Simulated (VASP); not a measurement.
Consider the following.

```
CELL_PARAMETERS angstrom
      1.47500    -2.55477     0.00000
      1.47500     2.55477     0.00000
      0.00000     0.00000     4.68000
ATOMIC_POSITIONS crystal
  Ti 0.33333 0.66667 0.25000
  Ti 0.66667 0.33333 0.75000
```

Computed with optB86b-vdW, VASP's PBE PAW potentials (set 64) (plane waves; VASP). Settings: 520 eV cut-off, 13×13×7 Γ-centred mesh, first-order Methfessel-Paxton smearing of 0.10 eV, potentials Ti_sv.

Energy and stress use the plane-wave basis of the starting cell.

Problem. The ions, cell shape and volume are relaxed. Give the cell that the relaxation ends in.

Solution. 
```
CELL_PARAMETERS angstrom
      1.45540    -2.52082     0.00000
      1.45540     2.52082     0.00000
      0.00000     0.00000     4.61474
ATOMIC_POSITIONS crystal
  Ti 0.33333 0.66667 0.25000
  Ti 0.66667 0.33333 0.75000
```
Space group P6_3/mmc (194), at a tolerance of 0.03 Å.

Problem. How do energy and volume change from the first to the last step?

Solution. The energy (σ→0) changes by -10.1 meV/atom and the volume by -4.0 %, in 3 ionic steps.

```tsv
step	E(σ→0) (eV)	max force (eV/Å)	pressure (GPa)	volume (Å³)
1	-10.0529	0.000	-4.43	35.27
2	-10.0615	0.000	3.68	32.84
3	-10.0731	0.000	-0.03	33.86
```

The compound is Ti in the hcp structure. This run relaxes it. Symmetry was kept, so distortions that lower it aren't found.
